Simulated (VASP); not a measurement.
Calculation: LDA (Ceperley-Alder, Perdew-Zunger), VASP's LDA PAW potentials (set 64) (plane waves; VASP 6.6.1).

Input for VASP

**INCAR**
```
IBRION  =  2
PREC  =  Accurate
ENCUT  =  180   ! plane-wave cut-off (eV)
SYSTEM  =  Y
NSW  =  50   ! most ionic steps
LWAVE  =  .FALSE.
EDIFF  =  1E-6   ! SCF stop (eV)
ALGO  =  Normal   ! blocked Davidson
LMAXMIX  =  4   ! l cut-off of mixed one-centre charges
ISMEAR  =  1   ! Methfessel-Paxton
LREAL  =  .FALSE.
LCHARG  =  .FALSE.
SIGMA  =  0.2
LASPH  =  .TRUE.
ISIF  =  3
EDIFFG  =  -0.01   ! ionic stop
NELM  =  100   ! most electronic steps
```

**KPOINTS**
```
Automatic mesh
0
Gamma
6 6 6
0.5 0.5 0.5
```

**POSCAR**
```
Y
1
    3.7070430000     0.0000000000     0.0000000000
   -1.8535220000     3.2103940000     0.0000000000
    0.0000000000     0.0000000000     5.9832210000
Y
2
Direct
  0.3333330000   0.6666670000   0.2500000000
  0.6666670000   0.3333330000   0.7500000000
```

POTCAR, in this order: Y_sv (LDA.64 set). Program: vasp_std.

At this cut-off the stress carries a Pulay error, which pulls relaxed volumes low. Gaps are read on the run's mesh, which can miss a band edge. Energy and stress use the plane-wave basis of the starting cell.

Problem. Predict the energy per atom (σ→0), volume per atom, band gap (on the k-mesh).

Solution. 
The energy per atom (σ→0) comes out as -6968 meV/atom and the band gap (on the k-mesh) is none (metal, semimetal or under 0.01 eV). The volume per atom is 29.51 Å³/atom.

File OSZICAR:
```
...
       N       E                     dE             d eps       ncg     rms          rms(c)
DAV:   1    -0.139399478416E+02   -0.53449E-03   -0.10640E-02  1563   0.741E-01    0.166E-01
DAV:   2    -0.139395136811E+02    0.43416E-03   -0.12849E-03  1388   0.250E-01    0.758E-02
DAV:   3    -0.139394020582E+02    0.11162E-03   -0.89673E-04  1726   0.158E-01    0.424E-02
DAV:   4    -0.139394226598E+02   -0.20602E-04   -0.57534E-05  1262   0.419E-02    0.206E-02
DAV:   5    -0.139394417825E+02   -0.19123E-04   -0.61775E-05  1816   0.253E-02    0.105E-02
DAV:   6    -0.139394415091E+02    0.27346E-06   -0.10603E-06   673   0.551E-03
  12 F= -.13939442E+02 E0= -.13936720E+02  d E =-.135438E-03
```

The structure comes from a computed database's Y entry; how it stands against other phases isn't given here. This run relaxes it. Symmetry was kept, so distortions that lower it aren't found. The k-mesh is coarse (spacing up to 0.34 per Å, 2π included), so the numbers may not be converged in it. The run is one of a series of settings (EDIFFG = -0.01, ENCUT = 180, GGA removed, IBRION = 2, ISIF = 3, ISPIN removed, the spin start removed, NSW = 50, KPOINTS 6×6×6 Γ-centred mesh shifted by (0.5, 0.5, 0.5), POTCAR Y_sv (LDA.64 set) against the base run), some of them coarse on purpose.
